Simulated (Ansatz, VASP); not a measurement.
Two plane-wave programs on VB4Os

The input INCAR:

```
SYSTEM = VB4Os
PREC = Accurate
ENCUT = 520
EDIFF = 1E-6
ISMEAR = -1
SIGMA = 0.15
LREAL = .False.
LASPH = .True.
NELM = 150
ALGO = Normal
ISIF = 2
LWAVE = .False.
LCHARG = .False.
ISPIN = 2
MAGMOM = 2 0 0 0 0 0
LORBIT = 11
LMAXMIX = 4
GGA = PE
NBANDS = 30
```

KPOINTS

```
regular mesh
0
Gamma
  9 9 3
  0 0 0
```

Contents of POSCAR:

```
VB4Os
1.0
    2.8533052937      0.0000000000      0.0000000000
   -1.4266531427      2.4710350267      0.0000000000
    0.0000000000      0.0000000000      7.3910658621
V B Os
1 4 1
Direct
    0.0000000000      0.0000000000      0.0000000000
    0.0000000000      0.0000000000      0.7094840000
    0.3333333333      0.6666666667      0.7969230000
    0.3333333333      0.6666666667      0.2030770000
    0.0000000000      0.0000000000      0.2905160000
    0.3333333333      0.6666666667      0.5000000000
```

Input for Ansatz:

```yaml
crystal:
  lattice:
    - [2.853305293705827, 0.0, 0.0]
    - [-1.4266531426510343, 2.4710350267066943, 0.0]
    - [0.0, 0.0, 7.391065862060052]
  atoms:
    - { symbol: V, position: [0.0, 0.0, 0.0], spin: 2.0 }
    - { symbol: B, position: [0.0, 0.0, 0.709484] }
    - { symbol: B, position: [0.3333333333333333, 0.6666666666666666, 0.796923] }
    - { symbol: B, position: [0.3333333333333333, 0.6666666666666666, 0.203077] }
    - { symbol: B, position: [0.0, 0.0, 0.290516] }
    - { symbol: Os, position: [0.3333333333333333, 0.6666666666666666, 0.5] }
basis:
  ecutwfc: 500.0
kpoints:
  mp_grid:
    grid: [9, 9, 3]
hamiltonian:
  xc: pbe
magnetization:
  spin_polarized: true
scf:
  occupations:
    method: fermi_dirac
    width: 0.15
output:
  stress: true
```

The cell comes from a database or a generator and needn't be the stable form of this composition.

Alike in both runs: task single point; functional PBE; k mesh 9 × 9 × 3; occupations fermi-dirac, width 0.15 eV; collinear spin.

|  | VASP | Ansatz |
| --- | --- | --- |
| version | VASP 6.6.1 | Ansatz 0.2.0 |
| potentials or method | VASP PAW PBE potentials, release 64 (V_sv, B, Os) | plane waves, PAW |
| plane-wave cutoff (eV) | 520 | 500 |
| valence electrons in the cell | 33 | 41 |

```csv
,VASP,Ansatz,Ansatz less VASP
pressure (GPa),7.9,7.2,-0.72
largest component of the traceless stress (GPa),2.54,2.23,-0.306
net moment per atom (μB),0.00,0.00,0.000
```

The two sets of potentials don't hold the same shells in valence. Ansatz warned: «seeded_moment_not_kept».

The runs have no spin-orbit coupling, so splittings on Os are missing.
